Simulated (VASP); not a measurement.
```
Te
1.0
    4.60135     0.00000     0.00000
   -2.30068     3.98489     0.00000
    0.00000     0.00000     5.90006
Te
3
Direct
  0.25916   0.00014   0.32859
  0.99841   0.25880   0.67336
  0.74243   0.74106   0.99804
```

Level of theory: LDA (Ceperley-Alder, Perdew-Zunger), VASP's LDA PAW potentials (set 64) (plane waves; VASP). Run with 300 eV cut-off, 6×6×4 Γ-centred mesh, Gaussian smearing of 0.10 eV, potentials Te.

Question: Which forces act on the atoms, in eV/Å?

Answer: 
```
atom      Fx      Fy      Fz
----  ------  ------  ------
Te1    0.013   0.034   0.208
Te2    0.042   0.070  -0.299
Te3   -0.056  -0.104   0.092
```

Question: Give the stress tensor in GPa (positive for a compressed cell).

Answer: 
```
-2.94   0.21   0.46
 0.21  -2.54  -0.47
 0.46  -0.47  -2.64
```
The pressure is its mean diagonal, -2.71 GPa.

The structure comes from a computed database's Te entry; how it stands against other phases isn't given here. The cell was not relaxed at this level, atoms are displaced from their ideal sites.
